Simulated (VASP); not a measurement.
```
PbI2
1.0
    2.26640    -3.92552     0.00000
    2.26640     3.92552     0.00000
    0.00000     0.00000     7.02546
Pb I
1 2
Cartesian
  0.00000   0.00000   0.00000
  2.26640   1.30851   1.89004
  2.26640  -1.30851   5.13542
```

These are vdW-DF-cx, VASP's PBE PAW potentials (set 64) (plane waves; VASP) values and carry that method's errors. Run with 520 eV cut-off, 6×6×4 Γ-centred mesh, tetrahedra with Blöchl corrections, potentials Pb_d I.

The cores are frozen, which limits the accuracy of field gradients.

### Question
Give the principal components of the electric field gradient (V/Å²) and the asymmetry η at each nucleus.

### Answer

```json
[
 {"atom": "Pb1", "Vxx": "-6.4", "Vyy": "-6.4", "Vzz": "12.8", "η": "0.00"},
 {"atom": "I2", "Vxx": "-11.2", "Vyy": "-11.2", "Vzz": "22.5", "η": "0.00"},
 {"atom": "I3", "Vxx": "-11.2", "Vyy": "-11.2", "Vzz": "22.5", "η": "0.00"}
]
```

The compound is PbI2 in the 1T layered structure. It was relaxed first.
